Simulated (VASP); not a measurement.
An input for Ansatz (written as the equivalent of a VASP run, and not itself run):

Ansatz 0.2 input:
```yaml
crystal:
  lattice:
    - [1.4630771, -2.5341236, 0.0000000]
    - [1.4630771, 2.5341236, 0.0000000]
    - [0.0000000, 0.0000000, 4.7979485]
  atoms:
    - { symbol: Si, position: [0.6666670, 0.3333330, 0.4996345] }
    - { symbol: Si, position: [0.3333330, 0.6666670, 0.9996345] }
    - { symbol: C, position: [0.6666670, 0.3333330, 0.8753655] }
    - { symbol: C, position: [0.3333330, 0.6666670, 0.3753655] }
kpoints:
  mp_grid: { grid: [9, 9, 5] }
hamiltonian:
  xc: pbesol
  pseudopotentials: { kind: paw }
scf:
  occupations: { method: gaussian, width: 0.05 }
  max_iter: 100
relax:
  max_steps: 40
  f_tol: 0.02
  cell: { p_target: 45 }
output: { forces: true, stress: true, eigenvalues: true }
```

Q: Translate this input to VASP (INCAR, KPOINTS, POSCAR, choice of POTCAR).

A: Several could match; the one computed here: 
File KPOINTS:
```
kpoints
0
Gamma
 9 9 5
0 0 0
```

### INCAR
```
SYSTEM = SiC
PREC = Accurate
ENCUT = 620
EDIFF = 1E-6
NELM = 100
ALGO = Normal
LREAL = .FALSE.
LASPH = .TRUE.
ISMEAR = 0
SIGMA = 0.05
GGA = PS
LWAVE = .FALSE.
LCHARG = .FALSE.
IBRION = 2
ISIF = 3
NSW = 40
EDIFFG = -0.02
PSTRESS = 450
```

File POSCAR:
```
SiC
1
    1.4630770864    -2.5341235848     0.0000000000
    1.4630770864     2.5341235848    -0.0000000000
    0.0000000000    -0.0000000000     4.7979484649
Si C
2 2
Direct
  0.6666670000   0.3333330000   0.4996344557
  0.3333330000   0.6666670000   0.9996344557
  0.6666670000   0.3333330000   0.8753655443
  0.3333330000   0.6666670000   0.3753655443
```

POTCAR, in this order: Si C (PBE.64 set). Program: vasp_std.

The two are equivalent in intent, not identical: each code has its own PAW files, so the cut-off isn't converted (ENCUT is set for VASP's; basis.ecutwfc is left out, and Ansatz then takes the one that its files recommend); Ansatz stops its SCF on the density residual and VASP on the energy change (EDIFF).

The compound is SiC in the wurtzite structure, the rare 2H polytype. It was relaxed first under an external pressure of 45 GPa.
